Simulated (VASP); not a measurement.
An input for Quantum ESPRESSO's pw.x (written as the equivalent of a VASP run, and not itself run):

```
&CONTROL
  calculation = 'vc-relax'
  pseudo_dir = './pseudo'
  outdir = './out'
  tprnfor = .true.
  tstress = .true.
  nstep = 30
  forc_conv_thr = 0.00039
/
&SYSTEM
  ibrav = 0
  nat = 2
  ntyp = 1
  ecutwfc = 84
  occupations = 'smearing'
  smearing = 'methfessel-paxton'
  degauss = 0.00735
  input_dft = 'vdw-df2-b86r'
/
&ELECTRONS
  conv_thr = 7.3e-09
  electron_maxstep = 100
/
&IONS
/
&CELL
  cell_dofree = 'shape'
/
ATOMIC_SPECIES
  Zn 65.380 Zn.upf
CELL_PARAMETERS angstrom
     1.3148465   -2.2773814    0.0000000
     1.3148465    2.2773814    0.0000000
     0.0000000    0.0000000    4.7871729
ATOMIC_POSITIONS crystal
  Zn   0.3333330  0.6666670  0.2500000
  Zn   0.6666670  0.3333330  0.7500000
K_POINTS automatic
  16 16 8 0 0 0
```

**Question.** Write the VASP files for the same calculation (rev-vdW-DF2).

**Answer.** This is not unique; one that fits is 
### KPOINTS
```
Automatic
0
Gamma
16 16 8
```

**POSCAR**
```
Zn
1
    1.3148465124    -2.2773813836     0.0000000000
    1.3148465124     2.2773813836     0.0000000000
    0.0000000000     0.0000000000     4.7871729321
Zn
2
Direct
  0.3333330000   0.6666670000   0.2500000000
  0.6666670000   0.3333330000   0.7500000000
```

### INCAR
```
AGGAC = 0.0
ALGO = Normal
EDIFF = 1E-7
EDIFFG = -0.01
ENCUT = 520
GGA = MK
IBRION = 2
ISIF = 4
ISMEAR = 1
LASPH = .True.
LCHARG = .False.
LMAXMIX = 4
LREAL = .False.
LUSE_VDW = .True.
LWAVE = .False.
NELM = 100
NSW = 30
PARAM1 = 0.1234568
PARAM2 = 0.7114
PREC = Accurate
SIGMA = 0.1
SYSTEM = Zn
ZAB_VDW = -1.8867
```

POTCAR, in this order: Zn (PBE.64 set). Program: vasp_std.

Limits of the translation: the potentials are each code's own (VASP's PAW set, PseudoDojo norm-conserving files in pw.x), so ENCUT and ecutwfc are chosen apart and not converted; conv_thr bounds pw.x's estimated SCF error, while EDIFF bounds the energy change between steps; forc_conv_thr acts on force components and is met together with etot_conv_thr.

The compound is Zn in the hcp structure. This cell is one point of a volume scan, at 0.97 of the reference volume. Symmetry was kept, so distortions that lower it aren't found.
